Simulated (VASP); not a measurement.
Calculation: PBEsol GGA, VASP's PBE PAW potentials (set 64) (plane waves; VASP 6.6.1).

A VASP calculation is set up with these files.

**POSCAR**
```
Ni3Al
1
    3.5185715322     0.0000000000     0.0000000000
    0.0000000000     3.5185715322     0.0000000000
    0.0000000000     0.0000000000     3.5185715322
Al Ni
1 3
Direct
  0.0000000000   0.0000000000   0.0000000000
  0.0000000000   0.5000000000   0.5000000000
  0.5000000000   0.0000000000   0.5000000000
  0.5000000000   0.5000000000   0.0000000000
```

**KPOINTS**
```
Automatic
0
gamma
8 8 8
0 0 0
```

### INCAR
```
# general
SYSTEM   =  Ni3Al
PREC     =  Accurate
ENCUT    =  480
LREAL    =  F
LASPH    =  T

# electronic loop
EDIFF    =  1E-7
NELM     =  100
ALGO     =  Normal
LMAXMIX  =  4

# smearing
ISMEAR   =  1
SIGMA    =  0.1

# functional
GGA      =  PS

# spin
ISPIN    =  2
MAGMOM   =  -0.0 0.2 0.2 0.2

# ions
ISIF     =  2

# output
LWAVE    =  F
LCHARG   =  F
LORBIT   =  10
```

POTCAR, in this order: Al Ni (PBE.64 set). Program: vasp_std.

Output of the run:

**OSZICAR**
```
       N       E                     dE             d eps       ncg     rms          rms(c)
DAV:   1     0.184429934360E+03    0.18443E+03   -0.13827E+04  2832   0.199E+03
DAV:   2    -0.189324483926E+02   -0.20336E+03   -0.19644E+03  2804   0.363E+02
DAV:   3    -0.289454601122E+02   -0.10013E+02   -0.92021E+01  3052   0.108E+02
DAV:   4    -0.291889406183E+02   -0.24348E+00   -0.24087E+00  3276   0.155E+01
DAV:   5    -0.291966625418E+02   -0.77219E-02   -0.77203E-02  3440   0.253E+00    0.212E+01
DAV:   6    -0.298849176284E+02   -0.68826E+00   -0.85131E+01  3104   0.151E+02    0.213E+01
DAV:   7    -0.243347936251E+02    0.55501E+01   -0.23964E+01  3064   0.796E+01    0.252E+00
DAV:   8    -0.243056340276E+02    0.29160E-01   -0.49541E-01  3008   0.613E+00    0.147E+00
DAV:   9    -0.242801092168E+02    0.25525E-01   -0.47511E-02  3744   0.302E+00    0.628E-01
DAV:  10    -0.242810035856E+02   -0.89437E-03   -0.17354E-03  3260   0.508E-01    0.608E-01
DAV:  11    -0.242847553104E+02   -0.37517E-02   -0.30301E-03  3564   0.916E-01    0.577E-01
DAV:  12    -0.242848010334E+02   -0.45723E-04   -0.28194E-02  3400   0.285E+00    0.607E-01
DAV:  13    -0.242870541177E+02   -0.22531E-02   -0.32139E-03  3256   0.109E+00    0.229E-01
DAV:  14    -0.242876066427E+02   -0.55253E-03   -0.15494E-03  3512   0.630E-01    0.385E-02
DAV:  15    -0.242876068989E+02   -0.25618E-06   -0.10150E-04  3132   0.128E-01    0.458E-02
DAV:  16    -0.242876197442E+02   -0.12845E-04   -0.21536E-05  3588   0.897E-02    0.135E-02
DAV:  17    -0.242876208653E+02   -0.11211E-05   -0.45904E-06  3484   0.292E-02    0.400E-03
DAV:  18    -0.242876212157E+02   -0.35040E-06   -0.71567E-07  3092   0.129E-02    0.301E-03
DAV:  19    -0.242876212136E+02    0.21314E-08   -0.10696E-07  1640   0.549E-03
   1 F= -.24287621E+02 E0= -.24287022E+02  d E =-.179901E-02  mag=     0.7004
```

OUTCAR:
```
------------------------ aborting loop because EDIFF is reached ----------------------------------------
  FORCE on cell =-STRESS in cart. coord.  units (eV):
  Direction    XX          YY          ZZ          XY          YZ          ZX
  --------------------------------------------------------------------------------------
  Total        0.0497083      0.0497083      0.0497083      0.0000000      0.0000000     -0.0000000
  in kB        1.8282683      1.8282683      1.8282683      0.0000000      0.0000000     -0.0000000
  external PRESSURE =       1.8282683 kB  Pullay stress =       0.0000000 kB
  volume of cell :       43.56
      direct lattice vectors                 reciprocal lattice vectors
     3.518571532  0.000000000  0.000000000     0.284206244  0.000000000  0.000000000
     0.000000000  3.518571532  0.000000000     0.000000000  0.284206244  0.000000000
     0.000000000  0.000000000  3.518571532     0.000000000  0.000000000  0.284206244
 POSITION                                       TOTAL-FORCE (eV/Angst)
 -----------------------------------------------------------------------------------
      0.00000      0.00000      0.00000         0.000000      0.000000      0.000000
      0.00000      1.75929      1.75929         0.000000      0.000000      0.000000
      1.75929      0.00000      1.75929         0.000000      0.000000      0.000000
      1.75929      1.75929      0.00000         0.000000      0.000000      0.000000
 -----------------------------------------------------------------------------------
    total drift:                                0.000000      0.000000      0.000000
  FREE ENERGIE OF THE ION-ELECTRON SYSTEM (eV)
  ---------------------------------------------------
  free  energy   TOTEN  =       -24.2876212136 eV

  energy  without entropy=      -24.2858222076  energy(sigma->0) =      -24.28702154

 total charge

# of ion       s       p       d       tot
------------------------------------------
    1        0.410   0.405   0.000   0.816
    2        0.512   0.553   8.398   9.463
    3        0.512   0.553   8.398   9.463
    4        0.512   0.553   8.398   9.463
--------------------------------------------------
tot          1.948   2.064  25.194  29.206

 magnetization (x)

# of ion       s       p       d       tot
------------------------------------------
    1       -0.001  -0.008   0.000  -0.008
    2       -0.003  -0.008   0.258   0.247
    3       -0.003  -0.008   0.258   0.247
    4       -0.003  -0.008   0.258   0.247
--------------------------------------------------
tot         -0.009  -0.033   0.775   0.733
```
(Selected blocks of OUTCAR.)

The compound is Ni3Al in the L1_2 structure. It was relaxed first.
